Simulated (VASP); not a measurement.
Shape and ions are relaxed at each volume.

Input:

Ru has the hexagonal space group P6₃/mmc (No. 194), the hcp (Mg type) structure, Pearson symbol hP2. Cell: a = b = 2.6990 Å, c = 4.2694 Å, α = β = 90.00°, γ = 120.00°. Ru on 2c is coordinated by 12 Ru at 2.643–2.699 Å (anticuboctahedral). (Neighbours: up to the widest gap in distance over summed covalent radii, below 1.35, at either atom.)

Level of theory: r2SCAN+rVV10, VASP's PBE PAW potentials (set 64) (plane waves; VASP 6.6.1). Run with 520 eV cut-off, 15×15×9 Γ-centred mesh, first-order Methfessel-Paxton smearing of 0.10 eV, potentials Ru_pv.

### Question
Give the energy at these volumes per atom, relative to the lowest: 12.66, 13.06, 13.47, 13.87, 14.28 Å³.

### Answer
59.0, 13.9, 0.0, 12.4, 46.9 meV/atom. A third-order Birch-Murnaghan fit gives B0 = 347 GPa and B0′ = 4.8.

Measured: bulk modulus 318 GPa at 0 K (computed value off by +9.1 %), as given by Vázquez-Parga, Fernández-Martínez, Viñes, J. Chem. Theory Comput. (2023), doi:10.1021/acs.jctc.3c00612, Supporting … [zero-point energy and finite temperature contributions removed].

The compound is Ru in the hcp structure. It was relaxed first.
